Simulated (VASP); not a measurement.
Level of theory: LDA (Ceperley-Alder, Perdew-Zunger), VASP's LDA PAW potentials (set 64) (plane waves; VASP).

VASP input:

### INCAR
```
SYSTEM = Se
PREC = Accurate; ENCUT = 500; LREAL = .FALSE.
LASPH = .TRUE.
EDIFF = 1E-6; NELM = 100; ALGO = Normal
LMAXMIX = 4
ISMEAR = 0; SIGMA = 0.05
IBRION = 2; NSW = 40; ISIF = 3
EDIFFG = -0.02; PSTRESS = 100
LWAVE = .FALSE.; LCHARG = .FALSE.
```

### POSCAR
```
Se
1.0
  1.8768317005  -3.2507678504   0.0000000000
  1.8768317005   3.2507678504   0.0000000000
  0.0000000000   0.0000000000   5.1258559193
Se
3
Cart
  0.5124480266   0.8875860150   3.4172389882
  2.7287673478  -0.0000000000   0.0000000000
  0.5124480266  -0.8875860150   1.7086169311
```

KPOINTS:
```
Regular mesh
0
G
  7 7 5
```

POTCAR, in this order: Se (LDA.64 set). Program: vasp_std.

The resulting files:

**OSZICAR**
```
       N       E                     dE             d eps       ncg     rms          rms(c)
DAV:   1     0.788639623611E+02    0.78864E+02   -0.75316E+03   832   0.115E+03
DAV:   2    -0.731080265554E+01   -0.86175E+02   -0.82419E+02  1133   0.180E+02
DAV:   3    -0.124096031362E+02   -0.50988E+01   -0.50544E+01  1007   0.493E+01
DAV:   4    -0.124539586977E+02   -0.44356E-01   -0.44280E-01   927   0.529E+00
DAV:   5    -0.124543190860E+02   -0.36039E-03   -0.36036E-03   977   0.435E-01    0.847E+00
DAV:   6    -0.124073366735E+02    0.46982E-01   -0.24114E-02   897   0.110E+00    0.515E+00
DAV:   7    -0.123898955901E+02    0.17441E-01   -0.45130E-02   892   0.146E+00    0.165E-01
DAV:   8    -0.123891883551E+02    0.70723E-03   -0.63335E-03   847   0.580E-01    0.108E-01
DAV:   9    -0.123892059972E+02   -0.17642E-04   -0.18521E-04   972   0.104E-01    0.299E-02
DAV:  10    -0.123892009823E+02    0.50149E-05   -0.19104E-05   952   0.322E-02    0.540E-03
DAV:  11    -0.123892010954E+02   -0.11310E-06   -0.38934E-06   807   0.129E-02
   1 F= -.84853154E+01 E0= -.84853154E+01  d E =-.848532E+01
       N       E                     dE             d eps       ncg     rms          rms(c)
DAV:   1    -0.124161331396E+02   -0.26932E-01   -0.10680E+01   837   0.212E+01    0.384E+00
DAV:   2    -0.121255678848E+02    0.29057E+00   -0.38778E-01   842   0.421E+00    0.191E+00
DAV:   3    -0.120157462695E+02    0.10982E+00   -0.30235E-01   847   0.320E+00    0.449E-01
DAV:   4    -0.120152043131E+02    0.54196E-03   -0.43452E-03   957   0.492E-01    0.216E-01
DAV:   5    -0.120149510096E+02    0.25330E-03   -0.29549E-04   992   0.131E-01    0.458E-02
DAV:   6    -0.120149477323E+02    0.32774E-05   -0.16729E-05   867   0.304E-02    0.138E-02
DAV:   7    -0.120149477004E+02    0.31859E-07   -0.21204E-06   554   0.101E-02
   2 F= -.84690375E+01 E0= -.84690375E+01  d E =0.162779E-01
       N       E                     dE             d eps       ncg     rms          rms(c)
DAV:   1    -0.123755907597E+02   -0.36064E+00   -0.28770E+00   842   0.105E+01    0.194E+00
DAV:   2    -0.122945146105E+02    0.81076E-01   -0.10859E-01   837   0.222E+00    0.972E-01
DAV:   3    -0.122638048304E+02    0.30710E-01   -0.87336E-02   842   0.170E+00    0.264E-01
DAV:   4    -0.122636878328E+02    0.11700E-03   -0.11063E-03   952   0.247E-01    0.160E-01
DAV:   5    -0.122635772767E+02    0.11056E-03   -0.79079E-05   952   0.710E-02    0.348E-02
DAV:   6    -0.122635731670E+02    0.41097E-05   -0.90526E-06   907   0.219E-02    0.696E-03
DAV:   7    -0.122635730363E+02    0.13064E-06   -0.34992E-07   431   0.460E-03
   3 F= -.85302334E+01 E0= -.85302334E+01  d E =-.449180E-01
       N       E                     dE             d eps       ncg     rms          rms(c)
DAV:   1    -0.122532220601E+02    0.10351E-01   -0.52442E-01   832   0.450E+00    0.453E-01
DAV:   2    -0.122529908007E+02    0.23126E-03   -0.24965E-02   997   0.111E+00    0.175E-01
DAV:   3    -0.122521059786E+02    0.88482E-03   -0.11996E-03   882   0.221E-01    0.834E-02
DAV:   4    -0.122519563693E+02    0.14961E-03   -0.45796E-04   947   0.132E-01    0.261E-02
DAV:   5    -0.122519549360E+02    0.14333E-05   -0.15350E-05   922   0.295E-02    0.705E-03
DAV:   6    -0.122519550035E+02   -0.67567E-07   -0.11504E-06   565   0.788E-03
   4 F= -.85401374E+01 E0= -.85401374E+01  d E =-.990403E-02
       N       E                     dE             d eps       ncg     rms          rms(c)
DAV:   1    -0.122189921795E+02    0.32963E-01   -0.25965E+00   832   0.100E+01    0.984E-01
DAV:   2    -0.122175404158E+02    0.14518E-02   -0.12337E-01   997   0.246E+00    0.387E-01
DAV:   3    -0.122130609038E+02    0.44795E-02   -0.62062E-03   877   0.501E-01    0.175E-01
DAV:   4    -0.122123806022E+02    0.68030E-03   -0.20875E-03   947   0.283E-01    0.586E-02
DAV:   5    -0.122123731367E+02    0.74655E-05   -0.71872E-05   902   0.639E-02    0.152E-02
DAV:   6    -0.122123734386E+02   -0.30186E-06   -0.57687E-06   992   0.173E-02
   5 F= -.85492613E+01 E0= -.85492613E+01  d E =-.190279E-01
       N       E                     dE             d eps       ncg     rms          rms(c)
DAV:   1    -0.122269558274E+02   -0.14583E-01   -0.28216E-02   832   0.106E+00    0.145E-01
DAV:   2    -0.122265088053E+02    0.44702E-03   -0.11553E-03   962   0.237E-01    0.755E-02
DAV:   3    -0.122263197746E+02    0.18903E-03   -0.45996E-04   857   0.126E-01    0.181E-02
DAV:   4    -0.122263183972E+02    0.13775E-05   -0.75621E-06   972   0.204E-02    0.987E-03
DAV:   5    -0.122263178953E+02    0.50185E-06   -0.49431E-07   441   0.562E-03
   6 F= -.85493466E+01 E0= -.85493466E+01  d E =-.853474E-04
       N       E                     dE             d eps       ncg     rms          rms(c)
DAV:   1    -0.122209203892E+02    0.53980E-02   -0.45755E-03   832   0.429E-01    0.586E-02
DAV:   2    -0.122208483507E+02    0.72039E-04   -0.18716E-04   962   0.955E-02    0.304E-02
DAV:   3    -0.122208178376E+02    0.30513E-04   -0.73854E-05   852   0.505E-02    0.723E-03
DAV:   4    -0.122208176046E+02    0.23296E-06   -0.11427E-06   626   0.813E-03
   7 F= -.85494126E+01 E0= -.85494126E+01  d E =-.151271E-03
       N       E                     dE             d eps       ncg     rms          rms(c)
DAV:   1    -0.122180623635E+02    0.27555E-02   -0.17575E-02   832   0.853E-01    0.718E-02
DAV:   2    -0.122180586805E+02    0.36830E-05   -0.71500E-04   987   0.187E-01    0.383E-02
DAV:   3    -0.122180341204E+02    0.24560E-04   -0.29144E-05   957   0.373E-02    0.119E-02
DAV:   4    -0.122180323303E+02    0.17900E-05   -0.45258E-06   902   0.145E-02    0.339E-03
DAV:   5    -0.122180323240E+02    0.62988E-08   -0.21636E-07   416   0.341E-03
   8 F= -.85495825E+01 E0= -.85495825E+01  d E =-.169912E-03
```

File OUTCAR:
```
------------------------ aborting loop because EDIFF is reached ----------------------------------------
  FORCE on cell =-STRESS in cart. coord.  units (eV):
  Direction    XX          YY          ZZ          XY          YZ          ZX
  --------------------------------------------------------------------------------------
  Total        3.6574029      3.6574028      3.6561222      0.0000000      0.0000000      0.0000000
  in kB       99.6988655     99.6988641     99.6639557      0.0000000      0.0000000      0.0000000
  external PRESSURE =      -0.3127716 kB  Pullay stress =     100.0000000 kB
  volume of cell :       58.78
      direct lattice vectors                 reciprocal lattice vectors
     1.819935450 -3.152220644 -0.000000000     0.274735019 -0.158618338 -0.000000000
     1.819935450  3.152220644  0.000000000     0.274735019  0.158618338  0.000000000
     0.000000000 -0.000000000  5.122601587     0.000000000 -0.000000000  0.195213308
 POSITION                                       TOTAL-FORCE (eV/Angst)
 -----------------------------------------------------------------------------------
      2.33417     -2.26155      3.41507         0.003505      0.006071     -0.000000
      2.61141     -0.00000      5.12260        -0.007010     -0.000000      0.000000
      2.33417      2.26155      1.70753         0.003505     -0.006071      0.000000
 -----------------------------------------------------------------------------------
    total drift:                               -0.000254     -0.000440      0.000014
  FREE ENERGIE OF THE ION-ELECTRON SYSTEM (eV)
  ---------------------------------------------------
  free  energy   TOTEN  =       -12.2180323240 eV

  energy  without entropy=      -12.2180323240  energy(sigma->0) =      -12.21803232
  enthalpy is  TOTEN    =        -8.5495824733 eV   P V=        3.6684498508

 reached required accuracy - stopping structural energy minimisation
```
(Selected blocks of OUTCAR.)

**CONTCAR**
```
Se
   1.00000000000000
     1.8199354499076077   -3.1522206441391099   -0.0000000000000000
     1.8199354499076077    3.1522206441391099    0.0000000000000000
     0.0000000000000000   -0.0000000000000000    5.1226015869499948
  Se
     3
Direct
     0.9999999999988313    0.2825538849819507    0.6666669999999968
     0.7174461150192180    0.7174461150192180    1.0000000000000000
     0.2825538849819507    0.9999999999988313    0.3333330000000032
```

Energy and stress use the plane-wave basis of the starting cell.

The compound is Se in the trig structure. This run relaxes it under an external pressure of 10 GPa. Symmetry was kept, so distortions that lower it aren't found.
